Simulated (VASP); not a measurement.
Given:

```
CELL_PARAMETERS angstrom
      2.80706     0.00000     0.00000
     -1.40353     2.43098     0.00000
      0.00000     0.00000     9.07025
ATOMIC_POSITIONS crystal
  Re 0.00000 0.00000 0.00000
  Re 0.00000 0.00000 0.50000
  Re 0.33333 0.66667 0.25000
  Re 0.66667 0.33333 0.75000
```

Computed with PBE GGA, VASP's PBE PAW potentials (set 64) (plane waves; VASP). Run with 300 eV cut-off, 11×11×3 Γ-centred mesh shifted by (0.5, 0.5, 0.5), first-order Methfessel-Paxton smearing of 0.050 eV, potentials Re.

At this cut-off the stress carries a Pulay error, which pulls relaxed volumes low.

Problem. Give the stress tensor in GPa (positive for a compressed cell).

Solution. 
```
-13.56    0.00    0.00
  0.00  -13.56    0.00
  0.00    0.00  -15.83
```
The pressure is its mean diagonal, -14.32 GPa.

The structure comes from a computed database's Re entry; how it stands against other phases isn't given here. The cell was not relaxed at this level.
